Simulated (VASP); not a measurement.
# Cu2Mo (Fd-3m) in VASP: single point with PBE

Aim: the single point of Cu2Mo with PBE.

Everything below comes from runs of VASP 6.6.1. Logs are shortened: lines on timing, memory, paths and dates and some standing lists are left out, and cuts for length are marked.

### Step 1. The crystal as given

It takes space group Fd-3m (No. 227, cubic). The conventional cell has a = 6.785 Å, b = 6.785 Å, c = 6.785 Å, α = 90.00°, β = 90.00°, γ = 90.00°. Around Cu (site symmetry -3m) lie 6 Cu at 2.40 Å. Cu (site symmetry -3m) has 6 Cu at 2.40 Å as nearest neighbours. Mo (site symmetry -43m) has 12 Cu at 2.81 Å and 4 Mo at 2.94 Å as nearest neighbours.

The cell was built by a generator and needn't be a form met in nature.

### Step 2. Single point, PBE

Contents of INCAR:

```
  ALGO = Fast
  EDIFF = 1E-5
  ENCUT = 520
  GGA = PE
  ISIF = 2
  ISMEAR = 0
  LASPH = T
  LCHARG = F
  LREAL = Auto
  LWAVE = F
  NBANDS = 84
  NELM = 80
  PREC = Normal
  SIGMA = 0.15
```

Contents of KPOINTS:

```
k-points
0
Gamma
  6 6 6
```

Contents of POSCAR:

```
Cu2Mo
1.0
    0.0000000000      3.3926100000      3.3926100000
    3.3926100000      0.0000000000      3.3926100000
    6.7852200000      6.7852200000      0.0000000000
Cu Mo
8 4
Direct
    0.1250000000      0.1250000000      0.0625000000
    0.1250000000      0.1250000000      0.5625000000
    0.6250000000      0.1250000000      0.0625000000
    0.6250000000      0.1250000000      0.5625000000
    0.1250000000      0.1250000000      0.3125000000
    0.1250000000      0.1250000000      0.8125000000
    0.1250000000      0.6250000000      0.0625000000
    0.1250000000      0.6250000000      0.5625000000
    0.5000000000      0.5000000000      0.2500000000
    0.5000000000      0.5000000000      0.7500000000
    0.7500000000      0.7500000000      0.3750000000
    0.7500000000      0.7500000000      0.8750000000
```

Potentials or basis: VASP PAW PBE potentials, release 64 (Cu, Mo_sv).

On the command line:

```console
$ cat potpaw_PBE.64/Cu/POTCAR potpaw_PBE.64/Mo_sv/POTCAR > POTCAR
$ mpirun -np 1 vasp_std > vasp.out
```

OUTCAR:

```text
EDIFF = 1E-5
   ENCUT = 520
   GGA = PE
   ISIF = 2
   ISMEAR = 0
   LASPH = T
   LREAL = Auto
   NELM = 80
   PREC = Normal

 ion  position               nearest neighbor table
   1  0.125  0.125  0.062-   3 2.40   5 2.40   6 2.40   7 2.40   7 2.40   3 2.40  10 2.81  11 2.81
                            12 2.81   9 2.81  12 2.81   9 2.81
   2  0.125  0.125  0.562-   4 2.40   5 2.40   6 2.40   8 2.40   8 2.40   4 2.40   9 2.81  12 2.81
                            11 2.81  10 2.81  11 2.81  10 2.81
   3  0.625  0.125  0.062-   1 2.40   6 2.40   7 2.40   1 2.40   5 2.40   7 2.40  12 2.81  12 2.81
                             9 2.81   9 2.81  10 2.81  11 2.81
   4  0.625  0.125  0.562-   2 2.40   5 2.40   8 2.40   2 2.40   6 2.40   8 2.40  12 2.81  11 2.81
                            10 2.81   9 2.81  10 2.81  11 2.81
   5  0.125  0.125  0.312-   1 2.40   2 2.40   3 2.40   7 2.40   8 2.40   4 2.40   9 2.81  11 2.81
                            11 2.81   9 2.81  11 2.81   9 2.81
   6  0.125  0.125  0.812-   1 2.40   2 2.40   4 2.40   8 2.40   7 2.40   3 2.40  10 2.81  12 2.81
                            12 2.81  10 2.81  12 2.81  10 2.81
   7  0.125  0.625  0.062-   1 2.40   6 2.40   1 2.40   3 2.40   5 2.40   3 2.40  12 2.81  12 2.81
                             9 2.81  10 2.81  11 2.81   9 2.81
   8  0.125  0.625  0.562-   2 2.40   5 2.40   2 2.40   4 2.40   6 2.40   4 2.40  12 2.81  11 2.81
                             9 2.81  10 2.81  11 2.81  10 2.81
   9  0.500  0.500  0.250-   2 2.81   5 2.81   7 2.81   1 2.81   3 2.81   5 2.81   1 2.81   3 2.81
                             4 2.81   5 2.81   7 2.81   8 2.81  11 2.94  12 2.94  11 2.94  11 2.94
  10  0.500  0.500  0.750-   1 2.81   6 2.81   8 2.81   2 2.81   4 2.81   6 2.81   2 2.81   3 2.81
                             4 2.81   6 2.81   7 2.81   8 2.81  12 2.94  11 2.94  12 2.94  12 2.94
  11  0.750  0.750  0.375-   1 2.81   3 2.81   4 2.81   5 2.81   7 2.81   8 2.81   2 2.81   4 2.81
                             5 2.81   2 2.81   5 2.81   8 2.81   9 2.94   9 2.94   9 2.94  10 2.94
  12  0.750  0.750  0.875-   2 2.81   3 2.81   4 2.81   6 2.81   7 2.81   8 2.81   1 2.81   3 2.81
                             6 2.81   1 2.81   6 2.81   7 2.81  10 2.94  10 2.94   9 2.94  10 2.94

  LATTYP: Found a trigonal (rhomboedric) cell.
 ALAT       =     8.3101633963
 COS(alpha) =     0.8333333333

  Lattice vectors:

 A1 = (   6.7852200000,   3.3926100000,  -3.3926100000)
 A2 = (   3.3926100000,   3.3926100000,  -6.7852200000)
 A3 = (   3.3926100000,   6.7852200000,  -3.3926100000)

Analysis of symmetry for initial positions (statically):
=====================================================================
 Subroutine PRICEL returns following result:

  LATTYP: Found a face centered cubic cell.
 ALAT       =     6.7852200000

  Lattice vectors:

 A1 = (   0.0000000000,   3.3926100000,   3.3926100000)
 A2 = (   3.3926100000,   0.0000000000,   3.3926100000)
 A3 = (   3.3926100000,   3.3926100000,   0.0000000000)

   2 primitive cells build up your supercell.

 Routine SETGRP: Setting up the symmetry group for a
 trigonal (rhombohedral) supercell.

 Subroutine GETGRP returns: Found 12 space group operations
 (whereof  6 operations were pure point group operations)
 out of a pool of 12 trial point group operations.

The static configuration has the point symmetry C_3v.
 The point group associated with its full space group is D_3d.

Analysis of symmetry for dynamics (positions and initial velocities):
=====================================================================
 Subroutine PRICEL returns following result:

  LATTYP: Found a face centered cubic cell.
 ALAT       =     6.7852200000

  Lattice vectors:

 A1 = (   0.0000000000,   3.3926100000,   3.3926100000)
 A2 = (   3.3926100000,   0.0000000000,   3.3926100000)
 A3 = (   3.3926100000,   3.3926100000,   0.0000000000)

   2 primitive cells build up your supercell.

 Routine SETGRP: Setting up the symmetry group for a
 trigonal (rhombohedral) supercell.

 Subroutine GETGRP returns: Found 12 space group operations
 (whereof  6 operations were pure point group operations)
 out of a pool of 12 trial point group operations.

The dynamic configuration has the point symmetry C_3v.
 The point group associated with its full space group is D_3d.

[... 46 lines left out ...]
    -0.024563193  0.024563193  0.024563193     0.166666667  0.000000000  0.000000000
     0.024563193 -0.024563193  0.024563193     0.000000000  0.166666667  0.000000000
     0.012281596  0.012281596 -0.012281596     0.000000000  0.000000000  0.166666667

  Length of vectors
     0.042544698  0.042544698  0.021272349

  Shift w.r.t. Gamma in fractional coordinates (k-lattice)
     0.000000000  0.000000000  0.000000000

 Subroutine IBZKPT returns following result:
 ===========================================

 Found     32 irreducible k-points:

 Following reciprocal coordinates:
            Coordinates               Weight
  0.000000  0.000000  0.000000      1.000000
  0.166667  0.000000  0.000000      6.000000
  0.333333  0.000000  0.000000      6.000000
  0.500000  0.000000  0.000000      3.000000
  0.166667  0.166667  0.000000      6.000000
  0.333333  0.166667  0.000000     12.000000
[... 16 lines left out ...]
 -0.166667  0.333333  0.166667     12.000000
 -0.166667 -0.333333  0.166667      6.000000
 [... further k-points ...]
   k-points           NKPTS =     32   k-points in BZ     NKDIM =     32   number of bands    NBANDS=     84
   number of dos      NEDOS =    301   number of ions     NIONS =     12
   total plane-waves  NPLWV =  42336
   dimension x,y,z NGX =    28 NGY =   28 NGZ =   54
   dimension x,y,z NGXF=    56 NGYF=   56 NGZF=  108
   ions per type =               8   4
   NGX,Y,Z   is equivalent  to a cutoff of   9.70,  9.70,  9.36 a.u.
   NGXF,Y,Z  is equivalent  to a cutoff of  19.40, 19.40, 18.71 a.u.
 SYSTEM =  unknown system
   PREC   = normal    normal or accurate (medium, high low for compatibility)
   ISTART =      0    job   : 0-new  1-cont  2-samecut
   ICHARG =      2    charge: 1-file 2-atom 10-const
   ISPIN  =      1    spin polarized calculation?
   LNONCOLLINEAR =      F non collinear calculations
   LSORBIT =      F    spin-orbit coupling
   LASPH  =      T    aspherical Exc in radial PAW
   ENCUT  =  520.0 eV  38.22 Ry    6.18 a.u.   8.92  8.92 17.84*2*pi/ulx,y,z
   NELM   =     80;   NELMIN=  2; NELMDL= -5     # of ELM steps
   EDIFF  = 0.1E-04   stopping-criterion for ELM
   LREAL  =      T    real-space projection
   EDIFFG = 0.1E-03   stopping-criterion for IOM
   NSW    =      0    number of steps for IOM
   IBRION =     -1    ionic relax: 0-MD 1-quasi-New 2-CG
   NFREE  =      0    steps in history (QN), initial steepest desc. (CG)
   ISIF   =      2    stress and relaxation
   ISYM   =      2    0-nonsym 1-usesym 2-fastsym
   POTIM  = 0.5000    time-step for ionic-motion
   TEBEG  =    0.0;   TEEND  =   0.0 temperature during run
   PSTRESS=    0.0 pullay stress
   NELECT =     144.0000    total number of electrons
   NUPDOWN=      -1.0000    fix difference up-down
   EMIN   =  10.00;   EMAX   =-10.00  energy-range for DOS
   EFERMI =   0.00;   METHOD = LEGACY
   ISMEAR =     0;   SIGMA  =   0.15  broadening in eV -4-tet -1-fermi 0-gaus
   EFERMI_NEDOS =   21; number of points for ismear=-14 and -15
   IALGO  =     68    algorithm
   IMIX   =      4    mixing-type and parameters
     AMIX     =   0.40;   BMIX     =  1.00
     AMIX_MAG =   1.60;   BMIX_MAG =  1.00
  volume/ion in A,a.u.               =      13.02        87.84
  Fermi-wavevector in a.u.,A,eV,Ry     =   1.593340  3.010976 34.541540  2.538732
  Thomas-Fermi vector in A             =   2.691585
   LORBIT       =      0    0 simple, 1 ext, 2 COOP (PROOUT), +10 PAW based schemes
   GGA     = PE    functional components
   LHFCALC =     F    Hartree Fock is set to
   AEXX    =    0.0000 exact exchange contribution
   IVDW    =     0    specifies the selected vdW correction
   LEPSILON=     F    determine dielectric tensor
   LRPA    =     F    only Hartree local field effects (RPA)
 non-spin polarized calculation
 RMM-DIIS sequential band-by-band and
 Gauss-broadening in eV      SIGMA  =   0.15
  energy-cutoff  :      520.00
  volume of cell :      156.19
 maximum number of plane-waves:      4229
   NGX = 17   NGY = 17   NGZ = 35

 number of electron     143.9999988 magnetization

 Free energy of the ion-electron system (eV)
  ---------------------------------------------------
  ext. energy  EPLUGINS =         0.00000000
  ---------------------------------------------------
  free energy    TOTEN  =       -70.95944329 eV

  energy without entropy =      -70.82744808  energy(sigma->0) =      -70.89344569

 E-fermi :   9.3294     XC(G=0): -13.0520

 val. band max:        9.3253296588   @ k =   0.5000   0.3333   0.1667
 cond. band min:       9.3296739105   @ k =  -0.1667  -0.3333   0.1667
 fundamental gap:      0.0043442516
 Fermi energy:         9.3294035592

 k-point     1 :       0.0000    0.0000    0.0000
  band No.  band energies     occupation
      1     -51.3198      2.00000
      2     -51.2964      2.00000
      3     -51.2499      2.00000
      4     -51.2265      2.00000
      5     -25.4831      2.00000
      6     -25.4831      2.00000
[... 2077 lines left out ...]
     83      12.4814      0.00000
     84      12.6808      0.00000

 [... further k-points ...]

------------------------ aborting loop because EDIFF is reached ----------------------------------------

  FORCE on cell =-STRESS in cart. coord.  units (eV):
  Direction    XX          YY          ZZ          XY          YZ          ZX
  --------------------------------------------------------------------------------------
  -------------------------------------------------------------------------------------
  Total        0.1095271      0.1095271      0.1095271     -0.0070881      0.0070881      0.0070881
  in kB        1.1234930      1.1234930      1.1234930     -0.0727076      0.0727076      0.0727076
  external PRESSURE =       1.1234930 kB  Pullay stress =       0.0000000 kB

 VOLUME and BASIS-vectors are now :
 -----------------------------------------------------------------------------
  energy-cutoff  :      520.00
  volume of cell :      156.19
      direct lattice vectors                 reciprocal lattice vectors
     0.000000000  3.392610000  3.392610000    -0.147379156  0.147379156  0.147379156
     3.392610000  0.000000000  3.392610000     0.147379156 -0.147379156  0.147379156
     6.785220000  6.785220000  0.000000000     0.073689578  0.073689578 -0.073689578

 POSITION                                       TOTAL-FORCE (eV/Angst)
 -----------------------------------------------------------------------------------
      0.84815      0.84815      0.84815         0.000000     -0.000000      0.000000
      4.24076      4.24076      0.84815         0.000000     -0.000000      0.000000
      0.84815      2.54446      2.54446         0.000000     -0.000000      0.000000
      4.24076      5.93707      2.54446         0.000000     -0.000000      0.000000
      2.54446      2.54446      0.84815         0.000000     -0.000000      0.000000
      5.93707      5.93707      0.84815         0.000000     -0.000000      0.000000
      2.54446      0.84815      2.54446         0.000000     -0.000000      0.000000
      5.93707      4.24076      2.54446         0.000000     -0.000000      0.000000
      3.39261      3.39261      3.39261        -0.013935     -0.013935      0.013935
      6.78522      6.78522      3.39261        -0.013935     -0.013935      0.013935
      5.08892      5.08892      5.08892         0.013935      0.013935     -0.013935
      8.48152      8.48152      5.08892         0.013935      0.013935     -0.013935
 -----------------------------------------------------------------------------------
    total drift:                               -0.001335     -0.001335      0.001135

  FREE ENERGIE OF THE ION-ELECTRON SYSTEM (eV)
  ---------------------------------------------------
  free  energy   TOTEN  =       -70.9594432909 eV

  energy  without entropy=      -70.8274480803  energy(sigma->0) =      -70.89344569
```

Wall time 4.9 min (1 thread of Intel Xeon 6975P-C (Granite Rapids), shared host); peak memory 0.38 GiB.

Results:

```
Free energy            : -70.9594 eV
Pressure               : 0.1 GPa
Largest force          : 0.024 eV/Å
Band gap on the k mesh : none (metal or under the smearing width)
```

Forces in eV/Å, atoms in the order of the input:
```
Cu   0.000  0.000  0.000
Cu   0.000  0.000  0.000
Cu   0.000  0.000  0.000
Cu   0.000  0.000  0.000
Cu   0.000  0.000  0.000
Cu   0.000  0.000  0.000
Cu   0.000  0.000  0.000
Cu   0.000  0.000  0.000
Mo  -0.014 -0.014  0.014
Mo  -0.014 -0.014  0.014
Mo   0.014  0.014 -0.014
Mo   0.014  0.014 -0.014
```
